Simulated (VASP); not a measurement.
Output of a VASP run:

OUTCAR:
```
 ion  position               nearest neighbor table
   1  0.000  0.000  0.000-   3 3.00   3 3.00   2 3.00   2 3.00   3 3.00   2 3.00   3 3.00   2 3.00
  LATTYP: Found a face centered cubic cell.
 ALAT       =     6.9192978272
 Subroutine PRICEL returns:
 Original cell was already a primitive cell.
 Subroutine GETGRP returns: Found 48 space group operations
The static configuration has the point symmetry O_h .
The dynamic configuration has the point symmetry O_h .
 Subroutine INISYM returns: Found 48 space group operations
 Subroutine IBZKPT returns following result:
 Found     10 irreducible k-points:

 Following reciprocal coordinates:
            Coordinates               Weight
  0.000000  0.000000  0.000000      1.000000
  0.200000  0.000000  0.000000      8.000000
  0.400000  0.000000  0.000000      8.000000
  0.200000  0.200000  0.000000      6.000000
  0.400000  0.200000  0.000000     24.000000
 -0.400000  0.200000  0.000000     24.000000
 -0.200000  0.200000  0.000000     12.000000
  0.400000  0.400000  0.000000      6.000000
 -0.400000  0.400000  0.000000     12.000000
 -0.400000  0.400000  0.200000     24.000000
   k-points           NKPTS =     10   k-points in BZ     NKDIM =     10   number of bands    NBANDS=     16
   number of dos      NEDOS =    301   number of ions     NIONS =      3
   total plane-waves  NPLWV =  46656
   dimension x,y,z NGX =    36 NGY =   36 NGZ =   36
   dimension x,y,z NGXF=    72 NGYF=   72 NGZF=   72
   ions per type =               1   2
   PREC   = accura    normal or accurate (medium, high low for compatibility)
   ISTART =      0    job   : 0-new  1-cont  2-samecut
   ICHARG =      2    charge: 1-file 2-atom 10-const
   ISPIN  =      1    spin polarized calculation?
   LNONCOLLINEAR =      F non collinear calculations
   LSORBIT =      F    spin-orbit coupling
   INIWAV =      1    electr: 0-lowe 1-rand  2-diag
   ENCUT  =  480.0 eV  35.28 Ry    5.94 a.u.   8.74  8.74  8.74*2*pi/ulx,y,z
   NELM   =    100;   NELMIN=  2; NELMDL= -5     # of ELM steps
   EDIFF  = 0.1E-05   stopping-criterion for ELM
   LREAL  =      F    real-space projection
   NLSPLINE    = F    spline interpolate recip. space projectors
   LMAXMIX     =    4 max onsite mixed and CHGCAR
   VOSKOWN=      0    Vosko Wilk Nusair interpolation
   EDIFFG = -.2E-01   stopping-criterion for IOM
   NSW    =     60    number of steps for IOM
   NBLOCK =      1;   KBLOCK =     60    inner block; outer block
   IBRION =      2    ionic relax: 0-MD 1-quasi-New 2-CG
   NFREE  =      1    steps in history (QN), initial steepest desc. (CG)
   ISIF   =      3    stress and relaxation
   ISYM   =      2    0-nonsym 1-usesym 2-fastsym
   TEIN   =    0.0    initial temperature
   TEBEG  =    0.0;   TEEND  =   0.0 temperature during run
   SMASS  =  -3.00    Nose mass-parameter (am)
   PSTRESS=    0.0 pullay stress
   NELECT =      24.0000    total number of electrons
   EFERMI =   0.00;   METHOD = LEGACY
   ISMEAR =     0;   SIGMA  =   0.05  broadening in eV -4-tet -1-fermi 0-gaus
   IALGO  =     38    algorithm
   LDIAG  =      T    sub-space diagonalisation (order eigenvalues)
   IMIX   =      4    mixing-type and parameters
     AMIX     =   0.40;   BMIX     =  1.00
     AMIX_MAG =   1.60;   BMIX_MAG =  1.00
     AMIN     =   0.10
   GGA     = PS    functional components
   VOSKOWN =     0    Vosko Wilk Nusair interpolation
   LHFCALC =     F    Hartree Fock is set to
   LHFONE  =     F    Hartree Fock one center treatment
   AEXX    =    0.0000 exact exchange contribution
   IVDW    =     0    specifies the selected vdW correction
   LEPSILON=     F    determine dielectric tensor
   LRPA    =     F    only Hartree local field effects (RPA)
  energy-cutoff  :      480.00
  volume of cell :       82.82
      direct lattice vectors                 reciprocal lattice vectors
     0.000000000  3.459648914  3.459648914    -0.144523335  0.144523335  0.144523335
     3.459648914  0.000000000  3.459648914     0.144523335 -0.144523335  0.144523335
     3.459648914  3.459648914  0.000000000     0.144523335  0.144523335 -0.144523335
 k-point     1 :   0.0000 0.0000 0.0000  plane waves:    1989
...
```

OSZICAR:
```
       N       E                     dE             d eps       ncg     rms          rms(c)
DAV:   1     0.141649864082E+03    0.14165E+03   -0.11313E+04   320   0.128E+03
DAV:   2    -0.520474409170E+01   -0.14685E+03   -0.14469E+03   424   0.242E+02
DAV:   3    -0.133635550191E+02   -0.81588E+01   -0.81526E+01   488   0.616E+01
DAV:   4    -0.135583632908E+02   -0.19481E+00   -0.19477E+00   520   0.743E+00
DAV:   5    -0.135611813459E+02   -0.28181E-02   -0.28180E-02   480   0.745E-01    0.148E+01
DAV:   6    -0.133347923830E+02    0.22639E+00   -0.57312E-01   432   0.440E+00    0.937E+00
DAV:   7    -0.133390048596E+02   -0.42125E-02   -0.35490E-01   472   0.389E+00    0.146E+00
DAV:   8    -0.133394559425E+02   -0.45108E-03   -0.53697E-02   400   0.135E+00    0.279E-01
DAV:   9    -0.133411542085E+02   -0.16983E-02   -0.18154E-03   456   0.282E-01    0.106E-01
DAV:  10    -0.133423450491E+02   -0.11908E-02   -0.10831E-03   384   0.188E-01    0.329E-02
DAV:  11    -0.133424543238E+02   -0.10927E-03   -0.13196E-04   456   0.592E-02    0.309E-02
DAV:  12    -0.133424675842E+02   -0.13260E-04   -0.21963E-05   392   0.245E-02    0.531E-03
DAV:  13    -0.133424699953E+02   -0.24111E-05   -0.35368E-06   416   0.105E-02    0.354E-03
DAV:  14    -0.133424701704E+02   -0.17509E-06   -0.64500E-07   304   0.462E-03
   1 F= -.13342470E+02 E0= -.13342470E+02  d E =-.133425E+02
```

File OUTCAR:
```
------------------------ aborting loop because EDIFF is reached ----------------------------------------
  FORCE on cell =-STRESS in cart. coord.  units (eV):
  Direction    XX          YY          ZZ          XY          YZ          ZX
  --------------------------------------------------------------------------------------
  Total       -0.0393284     -0.0393284     -0.0393284     -0.0000000     -0.0000000     -0.0000000
  in kB       -0.7608349     -0.7608349     -0.7608349     -0.0000000     -0.0000000     -0.0000000
  external PRESSURE =      -0.7608349 kB  Pullay stress =       0.0000000 kB
  volume of cell :       82.82
      direct lattice vectors                 reciprocal lattice vectors
     0.000000000  3.459648914  3.459648914    -0.144523335  0.144523335  0.144523335
     3.459648914  0.000000000  3.459648914     0.144523335 -0.144523335  0.144523335
     3.459648914  3.459648914  0.000000000     0.144523335  0.144523335 -0.144523335
 POSITION                                       TOTAL-FORCE (eV/Angst)
 -----------------------------------------------------------------------------------
      0.00000      0.00000      0.00000        -0.000000      0.000000     -0.000000
      1.72982      1.72982      1.72982         0.000000      0.000000      0.000000
      5.18947      5.18947      5.18947        -0.000000     -0.000000     -0.000000
 -----------------------------------------------------------------------------------
    total drift:                                0.000000      0.000000      0.000000
  FREE ENERGIE OF THE ION-ELECTRON SYSTEM (eV)
  ---------------------------------------------------
  free  energy   TOTEN  =       -13.3424701704 eV

  energy  without entropy=      -13.3424701704  energy(sigma->0) =      -13.34247017

 reached required accuracy - stopping structural energy minimisation
```
(Selected blocks of OUTCAR.)

File POSCAR:
```
SrCl2
1
   -0.0000000000     3.4596489136     3.4596489136
    3.4596489136     0.0000000000     3.4596489136
    3.4596489136     3.4596489136     0.0000000000
Sr Cl
1 2
Direct
  0.0000000000   0.0000000000   0.0000000000
  0.2500000000   0.2500000000   0.2500000000
  0.7500000000   0.7500000000   0.7500000000
```

**Question.** Write an INCAR and KPOINTS that could have produced this output.

**Answer.** Several could match; the one computed here: the input of the run itself, PBEsol GGA, plane waves, VASP's PBE PAW potentials (set 64).

KPOINTS:
```
Automatic mesh
0
Gamma
5 5 5
0 0 0
```

**INCAR**
```
SYSTEM=SrCl2
PREC=Accurate; ENCUT=480; LREAL=.False.
LASPH=.True.
EDIFF=1E-6; NELM=100; ALGO=Normal
LMAXMIX=4
ISMEAR=0; SIGMA=0.05
GGA=PS
IBRION=2; NSW=60; ISIF=3
EDIFFG=-0.02
LWAVE=.False.; LCHARG=.False.
```

POTCAR, in this order: Sr_sv Cl (PBE.64 set). Program: vasp_std.

The compound is SrCl2 in the fluorite structure. It was relaxed first. The start is the result of an earlier pass.
